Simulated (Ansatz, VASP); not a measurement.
**Cross-check of SiC (Moissanite 3C) between VASP and Ansatz**

One calculation is typed for both programs; each brings its own data sets. How far apart do they land? The cell is taken from a series of runs on this material, whose earlier steps may have relaxed, scaled, displaced or heated it; both programs get it as it stands.

Main program and level: Ansatz 0.2.0; plane waves, with VASP 6.6.1 beside it; zone-centre phonons at LDA.

### 1. The structure

The structure is cubic, space group F-43m (No. 216). Conventional cell: a = 4.329 Å, b = 4.329 Å, c = 4.329 Å, α = 90.00°, β = 90.00°, γ = 90.00°. C has 4 Si at 1.87 Å nearest. Nearest to Si lie 4 C at 1.87 Å. Farther neighbours are not listed.

Coordinates:

```xyz
2
Lattice="0.0000 2.1645 2.1645 2.1645 0.0000 2.1645 2.1645 2.1645 0.0000" Properties=species:S:1:pos:R:3 pbc="T T T"
C     3.2468    3.2468    3.2468
Si    0.0000    0.0000    0.0000
```

### 2. VASP: zone-centre phonons, LDA

Second derivatives magnify differences that forces hide, and they need a tight electronic threshold.

Lines of VASP's logs that name or quote its potential files are left out, and so is its time.

The input, INCAR:

```
SYSTEM = SiC
PREC = Accurate
ENCUT = 600
EDIFF = 1E-08
NELM = 120
ISMEAR = -1
SIGMA = 0.03
LREAL = .FALSE.
ALGO = Normal
GGA = PW92
NELECT = 7.997972
NBANDS = 9
LORBIT = 11
LWAVE = .FALSE.
LCHARG = .FALSE.
ISIF = 2
IBRION = 8
LASPH = .TRUE.
GGA_COMPAT = .FALSE.
EFERMI = MIDGAP
KPAR = 2
```

The input, POSCAR:

```
SiC
1.0
    0.0000000000      2.1645341292      2.1645341292
    2.1645341292      0.0000000000      2.1645341292
    2.1645341292      2.1645341292      0.0000000000
C Si
1 1
Direct
    0.7500000000      0.7500000000      0.7500000000
    0.0000000000      0.0000000000      0.0000000000
```

The input, KPOINTS:

```
Automatic mesh
0
Gamma
36 36 36
0 0 0
```

The projector-augmented-wave data sets are C and Si (LDA family, release 64).

On the command line:

```sh
> mpirun -np 2 vasp_std
```

Numbers of over 12 decimals in the logs are rounded to 6 here.

The program printed:

```text
[banner, memory and clock lines left out]
running    2 mpi-ranks, on    1 nodes
 distrk:  each k-point on    1 cores,    2 groups
 distr:  one band on    1 cores,    1 groups

 POSCAR found type information on POSCAR C Si
 POSCAR found :  2 types and       2 ions
|                                                                             |
|               ----> ADVICE to this user running VASP <----                  |
|                                                                             |
|     You enforced a specific xc type in the INCAR file but a different       |
|     [... a line on the potential file left out ...]
|     I HOPE YOU KNOW WHAT YOU ARE DOING!                                     |
|                                                                             |

 LDA part: xc-table for (Slater(with rela. corr.)+PW92), standard interpolation
 POSCAR, INCAR and KPOINTS ok, starting setup
 FFT: planning ... GRIDC
 FFT: planning ... GRID_SOFT
 FFT: planning ... GRID
 WAVECAR not read
 entering main loop
       N       E                     dE             d eps       ncg     rms          rms(c)
DAV:   1     0.392462510865E+01    0.39246E+01   -0.37792E+03 23296   0.726E+02
DAV:   2    -0.181729888992E+02   -0.22098E+02   -0.21015E+02 30781   0.118E+02
DAV:   3    -0.187676340236E+02   -0.59465E+00   -0.59331E+00 25818   0.189E+01
DAV:   4    -0.187702628707E+02   -0.26288E-02   -0.26286E-02 29146   0.150E+00
DAV:   5    -0.187702701943E+02   -0.73235E-05   -0.73239E-05 26037   0.632E-02BRMIX: very serious problems
 the old and the new charge density differ
 old charge density:     8.00000 new    7.99797
BRMIX: very serious problems
 the old and the new charge density differ
 old charge density:     8.00000 new    7.99797
    0.927E+00
DAV:   6    -0.167696113820E+02    0.20007E+01   -0.78203E+00 22937   0.147E+01    0.409E+00
DAV:   7    -0.166931318331E+02    0.76480E-01   -0.38742E-01 28493   0.422E+00    0.180E+00
DAV:   8    -0.166726479473E+02    0.20484E-01   -0.26363E-02 23414   0.117E+00    0.184E-01
DAV:   9    -0.166723201759E+02    0.32777E-03   -0.14847E-03 31853   0.255E-01    0.922E-02
DAV:  10    -0.166723311038E+02   -0.10928E-04   -0.95720E-05 23524   0.710E-02    0.287E-02
DAV:  11    -0.166723314169E+02   -0.31312E-06   -0.35555E-06 30136   0.129E-02    0.124E-02
DAV:  12    -0.166723312418E+02    0.17513E-06   -0.61379E-07 23519   0.470E-03    0.390E-04
DAV:  13    -0.166723312422E+02   -0.36448E-09   -0.24640E-08 23665   0.111E-03
   1 F= -.16672331E+02 E0= -.16672236E+02  d E =-.190887E-03
 Linear response reoptimize wavefunctions to high precision
DAV:   1    -0.166723312423E+02   -0.13483E-09   -0.11499E-09 19637   0.238E-04
DAV:   2    -0.166723312423E+02   -0.54570E-11   -0.39528E-11 11593   0.591E-05
 Linear response DOF=           2
 Linear response progress:
  Degree of freedom:   1/  2
       N       E                     dE             d eps       ncg     rms          rms(c)
RMM:   1    -0.126909342315E+00   -0.12691E+00    0.53627E-02251464   0.232E+00
RMM:   2    -0.123687545966E+00    0.32218E-02   -0.26923E-03175743   0.461E-01    0.210E-01
RMM:   3    -0.123705222799E+00   -0.17677E-04   -0.87427E-04171279   0.201E-01    0.104E-01
RMM:   4    -0.124788194563E+00   -0.10830E-02   -0.68319E-04171013   0.169E-01    0.188E-02
RMM:   5    -0.124760747257E+00    0.27447E-04   -0.94309E-06183582   0.248E-02    0.189E-03
RMM:   6    -0.124772566996E+00   -0.11820E-04   -0.15975E-07186540   0.307E-03    0.879E-04
RMM:   7    -0.124767700418E+00    0.48666E-05   -0.19697E-08190120   0.640E-04    0.108E-04
RMM:   8    -0.124768590869E+00   -0.89045E-06   -0.90702E-10190514   0.145E-04    0.318E-05
RMM:   9    -0.124768536795E+00    0.54074E-07    0.50102E-10200730   0.405E-05    0.366E-06
RMM:  10    -0.124768559873E+00   -0.23078E-07   -0.71014E-10197240   0.144E-05    0.226E-06
RMM:  11    -0.124768558457E+00    0.14157E-08   -0.10320E-09158259   0.104E-05    0.164E-07
 first order change of Fermi-energy   0.13187E-03
 force on displaced ion       1 direction 1 : -19.067  -0.000  -0.000
 Linear response progress:
  Degree of freedom:   2/  2
       N       E                     dE             d eps       ncg     rms          rms(c)
RMM:   1    -0.163909546306E-01   -0.16391E-01   -0.74214E-03273267   0.971E-01
RMM:   2    -0.143955008642E-01    0.19955E-02   -0.59901E-04177230   0.217E-01    0.137E-01
RMM:   3    -0.143137140338E-01    0.81787E-04   -0.65686E-05179710   0.577E-02    0.777E-02
RMM:   4    -0.144150589241E-01   -0.10134E-03   -0.64612E-05175911   0.563E-02    0.912E-03
RMM:   5    -0.144034642322E-01    0.11595E-04   -0.11152E-06184637   0.926E-03    0.132E-03
RMM:   6    -0.144012499881E-01    0.22142E-05   -0.10551E-07187554   0.940E-04    0.647E-04
RMM:   7    -0.143997937855E-01    0.14562E-05   -0.71558E-08191923   0.292E-04    0.974E-05
RMM:   8    -0.143998512076E-01   -0.57422E-07   -0.41853E-09197193   0.547E-05    0.206E-05
RMM:   9    -0.143998771954E-01   -0.25988E-07   -0.17083E-09199305   0.182E-05    0.340E-06
RMM:  10    -0.143998690467E-01    0.81487E-08    0.28577E-09184765   0.720E-06    0.105E-06
 first order change of Fermi-energy   0.21939E-04
 force on displaced ion       2 direction 1 : -19.069   0.000   0.000
 Linear response finished
```

From OUTCAR (step 2):

```text
NELECT = 7.997972

 ion  position               nearest neighbor table
   1  0.750  0.750  0.750-   2 1.87   2 1.87   2 1.87   2 1.87
   2  0.000  0.000  0.000-   1 1.87   1 1.87   1 1.87   1 1.87

  LATTYP: Found a face centered cubic cell.
 ALAT       =     4.3290682584

 Subroutine GETGRP returns: Found 24 space group operations
 (whereof 24 operations were pure point group operations)

The static configuration has the point symmetry T_d .

 Found   1240 irreducible k-points:

   k-points           NKPTS =   1240   k-points in BZ     NKDIM =   1240   number of bands    NBANDS=      9

   dimension x,y,z NGX =    24 NGY =   24 NGZ =   24
   dimension x,y,z NGXF=    48 NGYF=   48 NGZF=   48

   ENCUT  =  600.0 eV  44.10 Ry    6.64 a.u.   6.11  6.11  6.11*2*pi/ulx,y,z

 k-points in reciprocal lattice and weights: Automatic mesh
   0.00000000  0.00000000  0.00000000       0.000
   0.02777778  0.00000000  0.00000000       0.000
   0.05555556  0.00000000  0.00000000       0.000
   0.08333333  0.00000000  0.00000000       0.000
   0.11111111  0.00000000  0.00000000       0.000
   0.13888889  0.00000000  0.00000000       0.000
   0.16666667  0.00000000  0.00000000       0.000
   0.19444444  0.00000000  0.00000000       0.000
   0.22222222  0.00000000  0.00000000       0.000
[...]
-0.27777778  0.50000000  0.22222222       0.000
  -0.25000000  0.50000000  0.25000000       0.000

 average (electrostatic) potential at core
       1 -48.7557       2 -81.6655

  Total       -0.0290285     -0.0290285     -0.0290285     -0.0000000     -0.0000000      0.0000000
  in kB       -2.2930379     -2.2930379     -2.2930379     -0.0000000     -0.0000000      0.0000000
  external PRESSURE =      -2.2930379 kB  Pullay stress =       0.0000000 kB

  energy-cutoff  :      600.00
  volume of cell :       20.28
      direct lattice vectors                 reciprocal lattice vectors
     0.000000000  2.164534129  2.164534129    -0.230996589  0.230996589  0.230996589
     2.164534129  0.000000000  2.164534129     0.230996589 -0.230996589  0.230996589
     2.164534129  2.164534129  0.000000000     0.230996589  0.230996589 -0.230996589

 POSITION                                       TOTAL-FORCE (eV/Angst)
 -----------------------------------------------------------------------------------
      3.24680      3.24680      3.24680        -0.000000     -0.000000     -0.000000
      0.00000      0.00000      0.00000         0.000000      0.000000      0.000000
 -----------------------------------------------------------------------------------
    total drift:                               -0.000000     -0.000000     -0.000000

 Eigenvectors and eigenvalues of the dynamical matrix
 ----------------------------------------------------

   1 f  =   23.535355 THz   147.876999 2PiTHz  785.054951 cm-1    97.334365 meV
             X         Y         Z           dx          dy          dz
      3.246801  3.246801  3.246801     0.000000    0.836907    0.000000
      0.000000  0.000000  0.000000     0.000000   -0.547346    0.000000

   2 f  =   23.535355 THz   147.876999 2PiTHz  785.054951 cm-1    97.334365 meV
             X         Y         Z           dx          dy          dz
      3.246801  3.246801  3.246801     0.836907    0.000000    0.000000
      0.000000  0.000000  0.000000    -0.547346    0.000000    0.000000

   3 f  =   23.535355 THz   147.876999 2PiTHz  785.054951 cm-1    97.334365 meV
             X         Y         Z           dx          dy          dz
      3.246801  3.246801  3.246801     0.000000    0.000000    0.836907
      0.000000  0.000000  0.000000     0.000000    0.000000   -0.547346

   4 f/i=    0.000801 THz     0.005033 2PiTHz    0.026720 cm-1     0.003313 meV
             X         Y         Z           dx          dy          dz
      3.246801  3.246801  3.246801    -0.547346    0.000000    0.000000
      0.000000  0.000000  0.000000    -0.836907    0.000000    0.000000

   5 f/i=    0.000801 THz     0.005033 2PiTHz    0.026720 cm-1     0.003313 meV
             X         Y         Z           dx          dy          dz
      3.246801  3.246801  3.246801     0.000000   -0.547346    0.000000
      0.000000  0.000000  0.000000     0.000000   -0.836907    0.000000

   6 f/i=    0.000801 THz     0.005033 2PiTHz    0.026720 cm-1     0.003313 meV
             X         Y         Z           dx          dy          dz
      3.246801  3.246801  3.246801     0.000000    0.000000   -0.547346
      0.000000  0.000000  0.000000     0.000000    0.000000   -0.836907

 ELASTIC MODULI CONTR FROM IONIC RELAXATION (kBar)
 Direction    XX          YY          ZZ          XY          YZ          ZX
 --------------------------------------------------------------------------------
 XX          -0.0000     -0.0000      0.0000     -0.0000      0.0000     -0.0000
 YY          -0.0000     -0.0000     -0.0000     -0.0000     -0.0000     -0.0000
 ZZ           0.0000     -0.0000     -0.0000      0.0000     -0.0000     -0.0000
 XY          -0.0000     -0.0000      0.0000   -311.1257      0.0000      0.0000
 YZ           0.0000     -0.0000     -0.0000      0.0000   -311.1257      0.0000
 ZX          -0.0000     -0.0000     -0.0000      0.0000      0.0000   -311.1257
 --------------------------------------------------------------------------------
```

The cell is charged against a uniform background.

### 3. Ansatz: zone-centre phonons, LDA

Ansatz runs on its PAW soft_1 files.

The same cell, functional (in two slightly different forms), mesh and smearing now go to Ansatz, which takes its cutoff from its data sets.

The input, input.yaml:

```yaml
crystal:
  lattice:
    - [0.0, 2.1645341292, 2.1645341292]
    - [2.1645341292, 0.0, 2.1645341292]
    - [2.1645341292, 2.1645341292, 0.0]
  atoms:
    - { symbol: C, position: [0.75, 0.75, 0.75] }
    - { symbol: Si, position: [0.0, 0.0, 0.0] }
total_charge: 0.002028
kpoints:
  mp_grid: { grid: [36, 36, 36] }
hamiltonian:
  xc: lda
  pseudopotentials: { kind: paw, azcp: { folder: soft_1 }, xc_functional: pbe }
scf:
  occupations: { method: fermi_dirac, width: 0.03 }
output:
  eigenvalues: true
phonons:
  method: dfpt
```

On the command line:

```sh
> ansatz run input.yaml --threads 4 --pin off --max-ram 16384MiB --backend cpu --events-out ev --progress --plain --runs-dir out
```

The program printed:

```text
zone centre: on kpoints.mp_grid the ground state, and the responses unless they are solved on pairs of k-points, stand on 3349 of the mesh's 46656 k-points, reduced under 8 symmetry operations, with k and −k counted as one. Each operation leaves every solved displacement unchanged or reverses it
Engine: ansatz 0.2.0, aarch64-unknown-linux-gnu
Pseudopotentials: kind: paw
Pseudopotential: C, paw, valence charge 4, recommended cutoff 420 eV (normal), soft_1/C.paw.azcp
Pseudopotential: Si, paw, valence charge 4, recommended cutoff 420 eV (normal), soft_1/Si.paw.azcp
Functional definition: SPW92
  exchange = slater_x
  correlation = pw_c
Crystal: 2 atoms, lattice volume = 20.283 Å³
Basis set: ecut = 420 eV, 411 PW (Γ), exchange–correlation on 48×48×48 points (8 copies of the dense FFT grid, shifted against one another)
Bands: 8, of which v1, the nominal top of the filled ones, is band 4 counted from 1 (3 counted from 0)
Symmetry: 24 space group operations
k-points: 3349 of 46656 (irreducible under 8 space group operations, time reversal used)
Non-local potential: C, projectors of the file, l = 0: 2, l = 1: 2, l = 2: 1
Non-local potential: Si, projectors of the file, l = 0: 2, l = 1: 2, l = 2: 1
PAW form: soft (Blöchl's): semilocal exchange-correlation on the pseudo side does not see the compensation charge
PAW frozen core: C, regenerated for the run's functional, and the local potential with it (the file was generated under x = pbe(κ = 0.804, μ = 0.219515), c = pbe(β = 0.066725))
PAW frozen core: Si, regenerated for the run's functional, and the local potential with it (the file was generated under x = pbe(κ = 0.804, μ = 0.219515), c = pbe(β = 0.066725))
PAW one-centre angular grid: C, 110 points (default); XC on 64 Gauss nodes
PAW one-centre angular grid: Si, 110 points (default); XC on 64 Gauss nodes
Initial density: superposition of atomic densities (chi_scale 0.1, normalization cell, long waves kept (reshape's long-wave potential 0.00 eV rms))
Initial wavefunctions: pseudopotential atomic-orbital guess
Functional: x = slater, c = lda
SCF iter   1: F=—  HF=-853.819575 eV  |F-HF|=—  |Δ(HF+E_count)|=         —  Δρ=1.41e-1  dr2=4.89e0  ethr=3.10e-3  ⟨swp⟩=6.1  Hψ=230856  notcnv=0
preconditioner: auto → none  [insulator: Δε(μ)=3.359 eV  Ē_g=14.864 eV  σ=0.030 eV  W_gap=0.70  n_scr=0 (ndim 8)  ℏωp=23.3 eV  f_vac=0.000  D(μ)=0.06/eV (n_scr^D=0)  ε∞_Penn≈3.5]
SCF iter   2: F=—  HF=-852.331239 eV  |F-HF|=—  |Δ(HF+E_count)|=    1.49e0  Δρ=5.05e-2  dr2=3.37e-1  ethr=3.10e-3  ⟨swp⟩=3.0  Hψ=92646  notcnv=0
SCF iter   3: F=—  HF=-852.233068 eV  |F-HF|=—  |Δ(HF+E_count)|=   9.82e-2  Δρ=1.89e-2  dr2=3.78e-2  ethr=3.10e-3  ⟨swp⟩=2.3  Hψ=55956  notcnv=0
SCF iter   4: F=—  HF=-852.224435 eV  |F-HF|=—  |Δ(HF+E_count)|=   8.63e-3  Δρ=1.39e-3  dr2=1.98e-4  ethr=4.73e-4  ⟨swp⟩=2.0  Hψ=40241  notcnv=0
SCF iter   5: F=—  HF=-852.224503 eV  |F-HF|=—  |Δ(HF+E_count)|=   6.74e-5  Δρ=1.63e-4  dr2=1.73e-6  ethr=2.47e-6  ⟨swp⟩=2.3  Hψ=40035  notcnv=0
SCF iter   6: F=—  HF=-852.224504 eV  |F-HF|=—  |Δ(HF+E_count)|=   1.37e-6  Δρ=3.18e-5  dr2=9.00e-8  ethr=2.16e-8  ⟨swp⟩=2.2  Hψ=40024  notcnv=0
SCF iter   7: F=—  HF=-852.224504 eV  |F-HF|=—  |Δ(HF+E_count)|=   1.35e-7  Δρ=4.69e-6  dr2=1.64e-9  ethr=1.12e-9  ⟨swp⟩=1.3  Hψ=29328  notcnv=0
SCF iter   8: F=-852.224504 eV  HF=-852.224504 eV  |F-HF|=0.00e0  |Δ(HF+E_count)|=  5.21e-11  Δρ=1.28e-7  dr2=1.32e-12  ethr=1.00e-12  ⟨swp⟩=4.9  Hψ=125291  notcnv=0
SCF 1 converged in 8 iterations: F = -852.224504 eV  dr2 = 1.32e-12
  greatest PAW one-centre occupation: 0.642 electrons in one spin orbital (limit 2), on the C atom at site 0 (counted from 0), in its partial waves of l = 0
DFPT response loops at Γ: preconditioner auto → Kerker (q_TF=auto, 2.336 Å⁻¹) (partly filled bands, converged f_vac=0.000); β = 1.00, the filter's whole step (`scf.mixing.beta` (0.50) is not read by the response loops under this deck's `scf.mixing.preconditioner`; to damp them name `kerker` or `kerker_dos`, under which they read `scf.mixing.beta`, and type it under 1.00, their step now; both keys bind the ground state too); Broyden in place of MSR1
SCF converged after 8 iterations
Free energy (F): -852.224504 eV
Harris-Foulkes:  -852.224504 eV  (|F-HF|=0.00e0)
Internal energy: -852.224314 eV  (E = F + TS)
E sigma→0 (E₀):  -852.224409 eV
Entropy (-TS):   -0.000191 eV (-0.095 meV/atom)
Fermi energy:    9.512976 eV
--- Per-component energies (eV) ---
  E_band       = 28.613575
  E_kinetic    = 134.276760
  E_local      = -95.829367  (includes V_loc(G=0)·N_el)
  E_nonlocal   = 47.389372
  E_hartree    = 31.322411
  E_xc         = -105.188133
  E_vxc        = -109.096094  (∫ρ·V_xc dr)
  E_paw        = -577.655539  (= ΣΔE_a)
  E_vpaw       = -10.771963  (= ΣTr[D̂ρ^β])
  E_aug_tail   = 0.000048  (compensation charges beyond the density's cutoff)
  E_ewald      = -286.687028
  E_core_change = 0.147163  (= ΣΔE_core)
  E_smearing   = -0.000191  (= −TS)
  E_closure    = -0.000000  (closes the sum)
  E_deformation_potential = 0.037366  (in the stress; not in F)
  Σ components = -852.224504   (vs F -852.224504, Δ=0.00e0)
--- Band table (eV; the first three rows and the last of 3349) ---
  k-point 0: bands = ["-5.9826", "9.4972", "9.4972", "9.4972", "15.9932", "16.8332", "16.8332", "16.8332"]
  k-point 1: bands = ["-5.9672", "9.4103", "9.4860", "9.4860", "16.0327", "16.8407", "16.8544", "16.8544"]
  k-point 2: bands = ["-5.9211", "9.1607", "9.4533", "9.4533", "16.1204", "16.8844", "16.9157", "16.9157"]
  k-point 3348: bands = ["-0.5325", "2.4324", "4.3865", "4.7082", "14.6657", "19.0200", "19.0447", "19.2116"]
--- Phonons (Γ-DFPT): 2 representative perturbations + reference, on 3349 of 46656 k-points (Σ response iterations 6) ---
  k mesh reduced under 8 symmetry operations, with k and −k counted as one. Each operation leaves every solved displacement unchanged or reverses it
  ASR residual: 6.572e-5 → 0.000e0 eV/Å²; symmetrization residual: 1.244e-7 eV/Å²
  ASR residual per site (eV/Å²): 6.57e-5 1.14e-5
  Γ frequencies (cm⁻¹): 0.00 0.00 0.00 785.03 785.03 785.03
  non-analytic LO–TO correction: not included (Born effective charges unavailable; polar crystals: no LO–TO splitting at Γ)
```

### 4. Side by side

Known differences besides the potentials themselves: the cutoff is 420 eV in Ansatz and 600 eV in VASP; VASP's log shows a relativistic correction to its local exchange, Ansatz's none. Total energies have different zeros and are not compared.

Both answers:

```csv
quantity,Ansatz,VASP,difference
optical mode 1 to 3 (cm⁻¹),785.0,785.1,+0.00 %
```

Modes are paired by rising frequency, not by their patterns, so a pair may set unlike modes beside each other; they are those without the splitting of longitudinal modes. The cell carries a charge of +0.002028 e against a uniform background, so its pressure also hangs on how the neutralising background is counted, and in a defect's cell a gap may be the spacing between its levels.

### 5. Results

| Quantity | Value |
| --- | --- |
| r.m.s. difference of the optical zone-centre modes, each program's sorted by frequency (zone-centre phonons, LDA) | 0.025 cm⁻¹ |

The r.m.s. difference of the optical zone-centre modes, each program's sorted by frequency is 0.025 cm⁻¹ (zone-centre phonons, LDA). Such differences can come from data sets, numerical settings and the points named under the comparisons, not from the functional's error against experiment.

[Lines on the potential files, build, host, timing and source positions are cut from VASP's logs without a mark.]

[Logs are printed without paths, hosts, clocks, repeated set-up lines and the standing remarks that a program may print on its own settings, such as how far it seeks lower states.]

[Hosts, paths, dates, database ids (printed as entryN), source tags and the programs' standing remarks are cut or masked in the printed files.]
